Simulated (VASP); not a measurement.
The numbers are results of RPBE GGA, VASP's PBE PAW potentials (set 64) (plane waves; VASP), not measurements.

VASP input:

**INCAR**
```
SYSTEM = TiCo
PREC = Accurate; ENCUT = 520; LREAL = .False.
LASPH = .True.; ICHARG = 11
EDIFF = 1E-7; NELM = 100; ALGO = Normal
LMAXMIX = 4
ISMEAR = 0; SIGMA = 0.05
GGA = RP
LWAVE = .False.; LCHARG = .False.; LORBIT = 11
```

**POSCAR**
```
TiCo
1
    2.9947208544    -0.0000000000    -0.0000000000
   -0.0000000000     2.9947208544    -0.0000000000
    0.0000000000     0.0000000000     2.9947208544
Ti Co
1 1
Direct
  0.0000000000   0.0000000000   0.0000000000
  0.5000000000   0.5000000000   0.5000000000
```

KPOINTS:
```
k-points along high-symmetry lines
15
Line-mode
Reciprocal
  0.000000   0.000000   0.000000 ! GAMMA
  0.000000   0.500000   0.000000 ! X

  0.000000   0.500000   0.000000 ! X
  0.500000   0.500000   0.000000 ! M

  0.500000   0.500000   0.000000 ! M
  0.000000   0.000000   0.000000 ! GAMMA

  0.000000   0.000000   0.000000 ! GAMMA
  0.500000   0.500000   0.500000 ! R

  0.500000   0.500000   0.500000 ! R
  0.000000   0.500000   0.000000 ! X

  0.500000   0.500000   0.500000 ! R
  0.500000   0.500000   0.000000 ! M
```

POTCAR, in this order: Ti_sv Co (PBE.64 set). Program: vasp_std. Read from the step before: CHGCAR.

What VASP printed:

File OUTCAR:
```
 ion  position               nearest neighbor table
   1  0.000  0.000  0.000-   2 2.59   2 2.59   2 2.59   2 2.59   2 2.59   2 2.59   2 2.59   2 2.59
  LATTYP: Found a simple cubic cell.
 ALAT       =     2.9947208544
 Subroutine PRICEL returns:
 Original cell was already a primitive cell.
 Subroutine GETGRP returns: Found 48 space group operations
The static configuration has the point symmetry O_h .
The dynamic configuration has the point symmetry O_h .
 Subroutine INISYM returns: Found 48 space group operations
   k-points           NKPTS =     90   k-points in BZ     NKDIM =     90   number of bands    NBANDS=     14
   number of dos      NEDOS =    301   number of ions     NIONS =      2
   total plane-waves  NPLWV =  13824
   dimension x,y,z NGX =    24 NGY =   24 NGZ =   24
   dimension x,y,z NGXF=    48 NGYF=   48 NGZF=   48
   ions per type =               1   1
   PREC   = accura    normal or accurate (medium, high low for compatibility)
   ISTART =      0    job   : 0-new  1-cont  2-samecut
   ICHARG =     11    charge: 1-file 2-atom 10-const
   ISPIN  =      1    spin polarized calculation?
   LNONCOLLINEAR =      F non collinear calculations
   LSORBIT =      F    spin-orbit coupling
   INIWAV =      1    electr: 0-lowe 1-rand  2-diag
   ENCUT  =  520.0 eV  38.22 Ry    6.18 a.u.   5.57  5.57  5.57*2*pi/ulx,y,z
   NELM   =    100;   NELMIN=  2; NELMDL= -5     # of ELM steps
   EDIFF  = 0.1E-06   stopping-criterion for ELM
   LREAL  =      F    real-space projection
   NLSPLINE    = F    spline interpolate recip. space projectors
   LMAXMIX     =    4 max onsite mixed and CHGCAR
   VOSKOWN=      0    Vosko Wilk Nusair interpolation
   EDIFFG = 0.1E-05   stopping-criterion for IOM
   NSW    =      0    number of steps for IOM
   NBLOCK =      1;   KBLOCK =      1    inner block; outer block
   IBRION =     -1    ionic relax: 0-MD 1-quasi-New 2-CG
   NFREE  =      0    steps in history (QN), initial steepest desc. (CG)
   ISIF   =      2    stress and relaxation
   ISYM   =      2    0-nonsym 1-usesym 2-fastsym
   TEIN   =    0.0    initial temperature
   TEBEG  =    0.0;   TEEND  =   0.0 temperature during run
   SMASS  =  -3.00    Nose mass-parameter (am)
   PSTRESS=    0.0 pullay stress
   NELECT =      21.0000    total number of electrons
   EFERMI =   0.00;   METHOD = LEGACY
   ISMEAR =     0;   SIGMA  =   0.05  broadening in eV -4-tet -1-fermi 0-gaus
   IALGO  =     38    algorithm
   LDIAG  =      T    sub-space diagonalisation (order eigenvalues)
   IMIX   =      4    mixing-type and parameters
     AMIX     =   0.40;   BMIX     =  1.00
     AMIX_MAG =   1.60;   BMIX_MAG =  1.00
     AMIN     =   0.10
   GGA     = RP    functional components
   VOSKOWN =     0    Vosko Wilk Nusair interpolation
   LHFCALC =     F    Hartree Fock is set to
   LHFONE  =     F    Hartree Fock one center treatment
   AEXX    =    0.0000 exact exchange contribution
   IVDW    =     0    specifies the selected vdW correction
   LEPSILON=     F    determine dielectric tensor
   LRPA    =     F    only Hartree local field effects (RPA)
  energy-cutoff  :      520.00
  volume of cell :       26.86
      direct lattice vectors                 reciprocal lattice vectors
     2.994720854  0.000000000  0.000000000     0.333920939  0.000000000  0.000000000
     0.000000000  2.994720854  0.000000000     0.000000000  0.333920939  0.000000000
     0.000000000  0.000000000  2.994720854     0.000000000  0.000000000  0.333920939
 k-point     1 :   0.0000 0.0000 0.0000  plane waves:     739
 k-point     2 :   0.0000 0.0357 0.0000  plane waves:     739
 k-point     3 :   0.0000 0.0714 0.0000  plane waves:     739
 k-point     4 :   0.0000 0.1071 0.0000  plane waves:     731
 k-point     5 :   0.0000 0.1429 0.0000  plane waves:     735
 k-point     6 :   0.0000 0.1786 0.0000  plane waves:     735
 k-point     7 :   0.0000 0.2143 0.0000  plane waves:     735
 k-point     8 :   0.0000 0.2500 0.0000  plane waves:     719
 k-point     9 :   0.0000 0.2857 0.0000  plane waves:     727
 k-point    10 :   0.0000 0.3214 0.0000  plane waves:     723
 k-point    11 :   0.0000 0.3571 0.0000  plane waves:     723
...
```

**OSZICAR**
```
       N       E                     dE             d eps       ncg     rms          rms(c)
DAV:   1     0.153089507478E+03    0.15309E+03   -0.10807E+04  2520   0.192E+03
DAV:   2    -0.500846218573E+01   -0.15810E+03   -0.15561E+03  2568   0.409E+02
DAV:   3    -0.146378864665E+02   -0.96294E+01   -0.95129E+01  4122   0.108E+02
DAV:   4    -0.149015014290E+02   -0.26361E+00   -0.25006E+00  2974   0.143E+01
DAV:   5    -0.149146738199E+02   -0.13172E-01   -0.13170E-01  3786   0.282E+00
DAV:   6    -0.149148081203E+02   -0.13430E-03   -0.13430E-03  2920   0.295E-01
DAV:   7    -0.149148127334E+02   -0.46131E-05   -0.46132E-05  3932   0.502E-02
DAV:   8    -0.149148127944E+02   -0.61062E-07   -0.60407E-07  2974   0.549E-03
   1 F= -.14914813E+02 E0= -.14912097E+02  d E =-.543089E-02
```

### OUTCAR
```
 val. band max:        9.7020998227   @ k =   0.5000   0.5000   0.2857

 cond. band min:       9.7166339557   @ k =   0.1429   0.5000   0.0000



 k-point     1 :       0.0000    0.0000    0.0000
  band No.  band energies     occupation
      1     -47.4550      2.00000
      2     -23.4783      2.00000
      3     -23.4783      2.00000
      4     -23.4783      2.00000
      5       2.2827      2.00000
      6       6.2320      2.00000
      7       6.2320      2.00000
      8       8.4890      2.00000
      9       8.4890      2.00000
     10       8.4890      2.00000
     11      10.6872      0.00000
     12      10.6872      0.00000
     13      12.5791      0.00000
     14      12.5791      0.00000

 k-point     2 :       0.0000    0.0357    0.0000
  band No.  band energies     occupation
      1     -47.4546      2.00000
      2     -23.4820      2.00000
      3     -23.4781      2.00000
      4     -23.4781      2.00000
      5       2.3079      2.00000
      6       6.2433      2.00000
      7       6.2434      2.00000
      8       8.4871      2.00000
      9       8.4871      2.00000
     10       8.4935      2.00000
     11      10.6744      0.00000
     12      10.6922      0.00000
     13      12.5437      0.00000
     14      12.5471      0.00000

 k-point     3 :       0.0000    0.0714    0.0000
  band No.  band energies     occupation
      1     -47.4535      2.00000
      2     -23.4928      2.00000
      3     -23.4773      2.00000
      4     -23.4773      2.00000
      5       2.3832      2.00000
      6       6.2769      2.00000
      7       6.2770      2.00000
      8       8.4818      2.00000
      9       8.4818      2.00000
     10       8.5069      2.00000
     11      10.6362      0.00000
     12      10.7067      0.00000
     13      12.4423      0.00000
     14      12.4424      0.00000

 k-point     4 :       0.0000    0.1071    0.0000
  band No.  band energies     occupation
      1     -47.4517      2.00000
...
```

The density is held fixed in this step, so its total energy and stress have no physical meaning.

The compound is TiCo in the CsCl type structure. It was relaxed first. The run is not spin-polarised, so no magnetic state was tried. The electron count is odd and the run is not spin-polarised, which forces a metal.
